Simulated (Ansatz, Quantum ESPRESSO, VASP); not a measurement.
One structure in several programs: LaCoSi3 (I4mm, 5 atoms in the cell)

Self-consistent single point.

```xyz
5
Lattice="-2.0560 2.0560 4.7596 2.0560 -2.0560 4.7596 2.0560 2.0560 -4.7596" Properties=species:S:1:pos:R:3 pbc="T T T"
La     0.0000     0.0000     0.0472
Co     0.0000     0.0000     6.3011
Si     0.0000     0.0000     4.0485
Si     2.0560     0.0000     2.4884
Si     0.0000     2.0560     2.4884
```

Shared settings, as Ansatz (a quantum-chemistry and plane-wave program) writes them: kpoints.mp_grid.grid = 8 8 8; scf.occupations.method = fermi_dirac; scf.occupations.width = 0.1 eV. Potentials and cutoffs stand in the table.

```
code                                                            model  pressure (GPa)  largest force (eV/Å)   cutoff
----------------  ---------------------------------------------------  --------------  --------------------  -------
VASP                     LDA (PZ), VASP's LDA PAW potentials (set 64)           -0.56                 0.146   300 eV
Quantum ESPRESSO  LDA (PZ), GBRV 1.5 ultrasoft (LDA) pseudopotentials           -0.51                 0.152    50 Ry
Ansatz                            LDA (PW92), PAW files made with PBE           -0.50                 0.154  default
```

Size of the force on each atom (eV/Å): Sizes of forces hide their directions.

```csv
code,La1,Co2,Si3,Si4,Si5
VASP,0.056,0.025,0.146,0.088,0.088
Quantum ESPRESSO,0.059,0.003,0.152,0.104,0.104
Ansatz,0.051,0.006,0.154,0.099,0.099
```

On Ansatz's run: spin polarisation is off.

The spread over the programs that give each value: pressure within 0.06 GPa; largest force within 0.008 eV/Å.

Ansatz's pressure is given at a fixed set of plane waves, as the other plane-wave codes print theirs. The same LDA comes in different parametrisations, which differ slightly.

VASP's run is marked for a possible Pulay error in its stress at this cutoff; no cutoff test was made.

The starting cell comes from a database of computed structures (which also holds hypothetical and non-ambient phases and stackings), without a prior relaxation at this level. Its lattice was rescaled by a random factor within 2.5 % of one.

Keys are those of Ansatz 0.2.
